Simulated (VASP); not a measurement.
# Si3P4 (I4_1/amd) in VASP: single point with PBE

Aim: the single point of Si3P4 with PBE.

Everything below comes from runs of VASP 6.6.1. Logs are shortened: lines on timing, memory, paths and dates and some standing lists are left out, and cuts for length are marked.

**1. Starting point**

It takes space group I4_1/amd (No. 141, tetragonal). Conventional cell: a = 6.330 Å, b = 6.330 Å, c = 10.368 Å, α = 90.00°, β = 90.00°, γ = 90.00°. Si (site symmetry -4m2) is surrounded by 4 P at 2.24 Å. Si (site symmetry 2/m) has 4 P at 2.12 Å as nearest neighbours. P (site symmetry m) is surrounded by 3 Si at 2.12 to 2.24 Å.

The cell was built by a generator and needn't be a form met in nature.

**2. Single point, PBE**

INCAR

```
  ALGO = Fast
  EDIFF = 1E-6
  ENCUT = 520
  GGA = PE
  ISIF = 2
  ISMEAR = 0
  LASPH = True
  LCHARG = False
  LREAL = False
  LWAVE = False
  NBANDS = 45
  NELM = 100
  PREC = Accurate
  SIGMA = 0.1
```

KPOINTS

```
k-points
0
Gamma
  4 4 4
```

POSCAR

```
Si3P4
1.0
   -3.1651270300      3.1651270300      5.1838909500
    3.1651270300     -3.1651270300      5.1838909500
    3.1651270300      3.1651270300     -5.1838909500
Si P
6 8
Direct
    0.0000000000      0.0000000000      0.0000000000
    0.7500000000      0.2500000000      0.5000000000
    0.8750000000      0.6250000000      0.2500000000
    0.3750000000      0.6250000000      0.2500000000
    0.3750000000      0.6250000000      0.7500000000
    0.3750000000      0.1250000000      0.7500000000
    0.6061000200      0.3839000000      0.2222000200
    0.1339000000      0.4116999800      0.2777999800
    0.1616999800      0.3839000000      0.7777999800
    0.1339000000      0.8561000200      0.7222000200
    0.1438999800      0.8661000000      0.2777999800
    0.6161000000      0.3938999800      0.7777999800
    0.5883000200      0.8661000000      0.7222000200
    0.6161000000      0.8383000200      0.2222000200
```

Potentials or basis: VASP PAW PBE potentials, release 64 (Si, P).

Launch:

```console
cat potpaw_PBE.64/Si/POTCAR potpaw_PBE.64/P/POTCAR > POTCAR
mpirun -np 1 vasp_std > vasp.out
```

OUTCAR:

```text
EDIFF = 1E-6
   ENCUT = 520
   GGA = PE
   ISIF = 2
   ISMEAR = 0
   LASPH = True
   LREAL = False
   NELM = 100
   PREC = Accurate

 ion  position               nearest neighbor table
   1  0.000  0.000  0.000-  10 2.24  11 2.24   8 2.24  13 2.24
   2  0.750  0.250  0.500-   7 2.24  12 2.24   9 2.24  14 2.24
   3  0.875  0.625  0.250-   8 2.12  14 2.12  12 2.12  10 2.12   7 2.51  11 2.51
   4  0.375  0.625  0.250-   7 2.12  11 2.12   9 2.12  13 2.12   8 2.51  14 2.51
   5  0.375  0.625  0.750-  10 2.12  12 2.12   8 2.12  14 2.12  13 2.51   9 2.51
   6  0.375  0.125  0.750-   9 2.12  13 2.12  11 2.12   7 2.12  12 2.51  10 2.51
   7  0.606  0.384  0.222-   4 2.12   6 2.12   2 2.24   3 2.51   9 2.81
   8  0.134  0.412  0.278-   3 2.12   5 2.12   1 2.24   4 2.51  10 2.81
   9  0.162  0.384  0.778-   6 2.12   4 2.12   2 2.24   5 2.51   7 2.81
  10  0.134  0.856  0.722-   3 2.12   5 2.12   1 2.24   6 2.51   8 2.81
  11  0.144  0.866  0.278-   4 2.12   6 2.12   1 2.24   3 2.51  13 2.81
  12  0.616  0.394  0.778-   3 2.12   5 2.12   2 2.24   6 2.51  14 2.81
  13  0.588  0.866  0.722-   6 2.12   4 2.12   1 2.24   5 2.51  11 2.81
  14  0.616  0.838  0.222-   3 2.12   5 2.12   2 2.24   4 2.51  12 2.81

  LATTYP: Found a body centered tetragonal cell.
 ALAT       =     6.3302540600
 C/A-ratio  =     1.6378145019

  Lattice vectors:

 A1 = (  -3.1651270300,   3.1651270300,   5.1838909500)
 A2 = (   3.1651270300,  -3.1651270300,   5.1838909500)
 A3 = (   3.1651270300,   3.1651270300,  -5.1838909500)

Analysis of symmetry for initial positions (statically):
=====================================================================
 Subroutine PRICEL returns:
 Original cell was already a primitive cell.

 Routine SETGRP: Setting up the symmetry group for a
 body centered tetragonal supercell.

 Subroutine GETGRP returns: Found 16 space group operations
 (whereof  8 operations were pure point group operations)
 out of a pool of 16 trial point group operations.

The static configuration has the point symmetry D_2d.
 The point group associated with its full space group is D_4h.

Analysis of symmetry for dynamics (positions and initial velocities):
=====================================================================
 Subroutine PRICEL returns:
 Original cell was already a primitive cell.

 Routine SETGRP: Setting up the symmetry group for a
 body centered tetragonal supercell.

 Subroutine GETGRP returns: Found 16 space group operations
 (whereof  8 operations were pure point group operations)
 out of a pool of 16 trial point group operations.

The dynamic configuration has the point symmetry D_2d.
 The point group associated with its full space group is D_4h.

 Subroutine INISYM returns: Found 16 space group operations
 (whereof  8 operations are pure point group operations),
 and found     1 'primitive' translations

----------------------------------------------------------------------------------------

                                     Primitive cell

  volume of cell :     207.7295

  direct lattice vectors                    reciprocal lattice vectors
    -3.165127030  3.165127030  5.183890950     0.000000000  0.157971543  0.096452646
     3.165127030 -3.165127030  5.183890950     0.157971543  0.000000000  0.096452646
     3.165127030  3.165127030 -5.183890950     0.157971543  0.157971543  0.000000000

  length of vectors
     6.848998731  6.848998731  6.848998731     0.185089495  0.185089495  0.223405498

  position of ions in fractional coordinates (direct lattice)
     0.000000000  0.000000000  0.000000000
     0.750000000  0.250000000  0.500000000
     0.875000000  0.625000000  0.250000000
     0.375000000  0.625000000  0.250000000
     0.375000000  0.625000000  0.750000000
     0.375000000  0.125000000  0.750000000
     0.606100020  0.383900000  0.222200020
     0.133900000  0.411699980  0.277799980
     0.161699980  0.383900000  0.777799980
     0.133900000  0.856100020  0.722200020
     0.143899980  0.866100000  0.277799980
     0.616100000  0.393899980  0.777799980
     0.588300020  0.866100000  0.722200020
     0.616100000  0.838300020  0.222200020

  ion indices of the primitive-cell ions
   primitive index   ion index
                 1           1
                 2           2
                 3           3
                 4           4
                 5           5
                 6           6
                 7           7
                 8           8
                 9           9
                10          10
                11          11
                12          12
                13          13
                14          14

----------------------------------------------------------------------------------------

 KPOINTS: k-points

Automatic generation of k-mesh.
 Grid dimensions read from file:
 generate k-points for:    4    4    4

 Generating k-lattice:

  Cartesian coordinates                     Fractional coordinates (reciprocal lattice)
     0.000000000  0.039492886  0.024113162     0.250000000  0.000000000 -0.000000000
     0.039492886  0.000000000  0.024113162     0.000000000  0.250000000 -0.000000000
     0.039492886  0.039492886  0.000000000     0.000000000  0.000000000  0.250000000

  Length of vectors
     0.046272374  0.046272374  0.055851375

  Shift w.r.t. Gamma in fractional coordinates (k-lattice)
     0.000000000  0.000000000  0.000000000

 Subroutine IBZKPT returns following result:
 ===========================================

 Found     13 irreducible k-points:

 Following reciprocal coordinates:
            Coordinates               Weight
  0.000000  0.000000  0.000000      1.000000
  0.250000  0.000000  0.000000      8.000000
  0.500000  0.000000  0.000000      4.000000
  0.250000  0.250000  0.000000      8.000000
  0.500000  0.250000  0.000000     16.000000
 -0.250000  0.250000  0.000000      4.000000
  0.500000  0.500000  0.000000      2.000000
  0.250000  0.250000  0.250000      2.000000
 -0.250000  0.250000  0.250000      4.000000
  0.500000  0.500000  0.250000      4.000000
 -0.250000  0.500000  0.250000      8.000000
 -0.250000 -0.250000  0.250000      2.000000
  0.500000  0.500000  0.500000      1.000000
   k-points           NKPTS =     13   k-points in BZ     NKDIM =     13   number of bands    NBANDS=     45
   number of dos      NEDOS =    301   number of ions     NIONS =     14
   total plane-waves  NPLWV = 157464
   dimension x,y,z NGX =    54 NGY =   54 NGZ =   54
   dimension x,y,z NGXF=   108 NGYF=  108 NGZF=  108
   ions per type =               6   8
   NGX,Y,Z   is equivalent  to a cutoff of  13.11, 13.11, 13.11 a.u.
   NGXF,Y,Z  is equivalent  to a cutoff of  26.21, 26.21, 26.21 a.u.
 SYSTEM =  unknown system
   PREC   = accura    normal or accurate (medium, high low for compatibility)
   ISTART =      0    job   : 0-new  1-cont  2-samecut
   ICHARG =      2    charge: 1-file 2-atom 10-const
   ISPIN  =      1    spin polarized calculation?
   LNONCOLLINEAR =      F non collinear calculations
   LSORBIT =      F    spin-orbit coupling
   LASPH  =      T    aspherical Exc in radial PAW
   ENCUT  =  520.0 eV  38.22 Ry    6.18 a.u.  12.73 12.73 12.73*2*pi/ulx,y,z
   NELM   =    100;   NELMIN=  2; NELMDL= -5     # of ELM steps
   EDIFF  = 0.1E-05   stopping-criterion for ELM
   LREAL  =      F    real-space projection
   EDIFFG = 0.1E-04   stopping-criterion for IOM
   NSW    =      0    number of steps for IOM
   IBRION =     -1    ionic relax: 0-MD 1-quasi-New 2-CG
   NFREE  =      0    steps in history (QN), initial steepest desc. (CG)
   ISIF   =      2    stress and relaxation
   ISYM   =      2    0-nonsym 1-usesym 2-fastsym
   POTIM  = 0.5000    time-step for ionic-motion
   TEBEG  =    0.0;   TEEND  =   0.0 temperature during run
   PSTRESS=    0.0 pullay stress
   NELECT =      64.0000    total number of electrons
   NUPDOWN=      -1.0000    fix difference up-down
   EMIN   =  10.00;   EMAX   =-10.00  energy-range for DOS
   EFERMI =   0.00;   METHOD = LEGACY
   ISMEAR =     0;   SIGMA  =   0.10  broadening in eV -4-tet -1-fermi 0-gaus
   EFERMI_NEDOS =   21; number of points for ismear=-14 and -15
   IALGO  =     68    algorithm
   IMIX   =      4    mixing-type and parameters
     AMIX     =   0.40;   BMIX     =  1.00
     AMIX_MAG =   1.60;   BMIX_MAG =  1.00
  volume/ion in A,a.u.               =      14.84       100.13
  Fermi-wavevector in a.u.,A,eV,Ry     =   1.105695  2.089461 16.633966  1.222562
  Thomas-Fermi vector in A             =   2.242186
   LORBIT       =      0    0 simple, 1 ext, 2 COOP (PROOUT), +10 PAW based schemes
   GGA     = PE    functional components
   LHFCALC =     F    Hartree Fock is set to
   AEXX    =    0.0000 exact exchange contribution
   IVDW    =     0    specifies the selected vdW correction
   LEPSILON=     F    determine dielectric tensor
   LRPA    =     F    only Hartree local field effects (RPA)
 non-spin polarized calculation
 RMM-DIIS sequential band-by-band and
 Gauss-broadening in eV      SIGMA  =   0.10
  energy-cutoff  :      520.00
  volume of cell :      207.73
 maximum number of plane-waves:      5636
 NGX is ok and might be reduce to    54
   NGX = 25   NGY = 25   NGZ = 25

 number of electron      64.0000004 magnetization

 Free energy of the ion-electron system (eV)
  ---------------------------------------------------
  ext. energy  EPLUGINS =         0.00000000
  ---------------------------------------------------
  free energy    TOTEN  =       -69.99643655 eV

  energy without entropy =      -69.97818397  energy(sigma->0) =      -69.98731026

 E-fermi :   9.2202     XC(G=0): -10.8308

 val. band max:        9.1893319791   @ k =   0.5000   0.5000   0.5000
 cond. band min:       9.2415114410   @ k =   0.5000   0.0000   0.0000
 fundamental gap:      0.0521794619
 Fermi energy:         9.2201995793

 k-point     1 :       0.0000    0.0000    0.0000
  band No.  band energies     occupation
      1      -6.9884      2.00000
      2      -4.0375      2.00000
      3      -4.0038      2.00000
      4      -2.9651      2.00000
      5      -2.5847      2.00000
      6      -2.5847      2.00000
[... 36 lines left out ...]
     43      12.3810      0.00000
     44      13.3098      0.00000

 k-point     2 :       0.2500    0.0000    0.0000
  band No.  band energies     occupation
      1      -6.7538      2.00000
      2      -4.7049      2.00000
      3      -3.9330      2.00000
      4      -3.3828      2.00000
      5      -2.7689      2.00000
      6      -2.5555      2.00000
[... 36 lines left out ...]
     43      12.9849      0.00000
     44      13.0175      0.00000

 k-point     3 :       0.5000    0.0000    0.0000
  band No.  band energies     occupation
      1      -6.3312      2.00000
      2      -5.4434      2.00000
      3      -4.0191      2.00000
      4      -3.5405      2.00000
      5      -2.6751      2.00000
      6      -2.4810      2.00000
[... 459 lines left out ...]
     43      12.8767      0.00000
     44      13.2445      0.00000

 k-point    13 :       0.5000    0.5000    0.5000
  band No.  band energies     occupation
      1      -5.9929      2.00000
      2      -5.9929      2.00000
      3      -3.6368      2.00000
      4      -3.6368      2.00000
      5      -3.1357      2.00000
      6      -3.1357      2.00000
[... 36 lines left out ...]
     43      13.6121      0.00000
     44      13.6203      0.00000
 [bands above 44 left out]

------------------------ aborting loop because EDIFF is reached ----------------------------------------

  FORCE on cell =-STRESS in cart. coord.  units (eV):
  Direction    XX          YY          ZZ          XY          YZ          ZX
  --------------------------------------------------------------------------------------
  -------------------------------------------------------------------------------------
  Total       57.3763329     57.3763329      1.9519720      0.0000000      0.0000000      0.0000000
  in kB      442.5325624    442.5325624     15.0551830      0.0000000      0.0000000      0.0000000
  external PRESSURE =     300.0401026 kB  Pullay stress =       0.0000000 kB

 VOLUME and BASIS-vectors are now :
 -----------------------------------------------------------------------------
  energy-cutoff  :      520.00
  volume of cell :      207.73
      direct lattice vectors                 reciprocal lattice vectors
    -3.165127030  3.165127030  5.183890950     0.000000000  0.157971543  0.096452646
     3.165127030 -3.165127030  5.183890950     0.157971543  0.000000000  0.096452646
     3.165127030  3.165127030 -5.183890950     0.157971543  0.157971543  0.000000000

 POSITION                                       TOTAL-FORCE (eV/Angst)
 -----------------------------------------------------------------------------------
      0.00000      0.00000      0.00000        -0.000000      0.000000      0.000000
      0.00000      3.16513      2.59195        -0.000000      0.000000      0.000000
      0.00000      1.58256      6.47986        -0.000000      0.000000      0.000000
      1.58256     -0.00000      3.88792        -0.000000      0.000000      0.000000
      3.16513      1.58256      1.29597        -0.000000      0.000000      0.000000
      1.58256      3.16513     -1.29597        -0.000000      0.000000      0.000000
      0.00000      1.40658      3.98019        -0.000000      3.810395      0.532061
      1.75854     -0.00000      1.38825        -3.810395      0.000000      0.532061
      3.16513      1.75854     -1.20370        -0.000000     -3.810395      0.532061
      4.57171     -0.00000      1.38825         3.810395      0.000000      0.532061
      3.16513     -1.40658      3.79564        -0.000000     -3.810395     -0.532061
      1.75854      3.16513      1.20370        -3.810395      0.000000     -0.532061
      3.16513      1.40658      3.79564        -0.000000      3.810395     -0.532061
      1.40658      0.00000      6.38759         3.810395      0.000000     -0.532061
 -----------------------------------------------------------------------------------
    total drift:                               -0.000000     -0.000000      0.000000

  FREE ENERGIE OF THE ION-ELECTRON SYSTEM (eV)
  ---------------------------------------------------
  free  energy   TOTEN  =       -69.9964365470 eV

  energy  without entropy=      -69.9781839749  energy(sigma->0) =      -69.98731026
```

Run time: 4 min. Hardware: 1 thread of Intel Xeon Platinum 8488C (Sapphire Rapids), shared host; peak memory 0.4 GiB.

What came out:

* Free energy: -69.9964 eV
* Pressure: 30.0 GPa
* Largest force: 3.847 eV/Å
* Band gap on the k mesh: none (metal or under the smearing width)

Forces on the atoms (eV/Å):
```
Si   0.000  0.000  0.000
Si   0.000  0.000  0.000
Si   0.000  0.000  0.000
Si   0.000  0.000  0.000
Si   0.000  0.000  0.000
Si   0.000  0.000  0.000
P    0.000  3.810  0.532
P   -3.810  0.000  0.532
P    0.000 -3.810  0.532
P    3.810  0.000  0.532
P    0.000 -3.810 -0.532
P   -3.810  0.000 -0.532
P    0.000  3.810 -0.532
P    3.810  0.000 -0.532
```

Stress tensor (GPa, compression positive):
```
44.25  0.00  0.00
 0.00 44.25  0.00
 0.00  0.00  1.51
```

Caveat: a pressure of tens of GPa on the cell as given is suspect, and the run, the potentials or the cell itself is likely at fault; forces of over 1 eV/Å show positions far from the minimum, so gaps and moduli don't describe the material at rest.
